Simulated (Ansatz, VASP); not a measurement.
## One calculation of ZnCd3O4, two programs

```
Zn Cd O
1.0
     3.51712    0.00000    0.00000
     0.00000    3.51712    0.00000
     0.00000    0.00000   10.10210
Zn Cd O
1 3 4
Direct
  0.50000 0.50000 0.00000
  0.00000 0.00000 0.76680
  0.00000 0.00000 0.23320
  0.50000 0.50000 0.50000
  0.50000 0.00000 0.90048
  0.00000 0.50000 0.09952
  0.50000 0.00000 0.36656
  0.00000 0.50000 0.63344
```

Alike in both runs: functional PBE; k mesh 10 × 10 × 4; occupations gaussian, width 0.1 eV; no spin polarisation.

Ansatz relaxed the structure, and its values are those at the end. VASP's run is a single point on that final structure, the one shown.

|  | VASP | Ansatz |
| --- | --- | --- |
| version | VASP 6.6.1 | Ansatz 0.2.0 |
| potentials or method | VASP PAW PBE potentials, release 64 (Zn, Cd, O) | scalar-relativistic, plane waves, PAW |
| plane-wave cutoff (eV) | 520 | 420 |
| valence electrons in the cell | 72 | 96 |

```tsv
	VASP	Ansatz	Ansatz less VASP
gap on the k mesh at the Fermi level (eV)	none	none	-
pressure (GPa)	1.1	0.0	-1.07
rms of the force components (eV/Å)	0.012	0.002	-0.0102
```

A gap of «none» marks a metal or a gap that the smearing closes. The functional is the same, so the differences come from potentials, cutoffs and numerics. The two sets of potentials don't hold the same shells in valence.
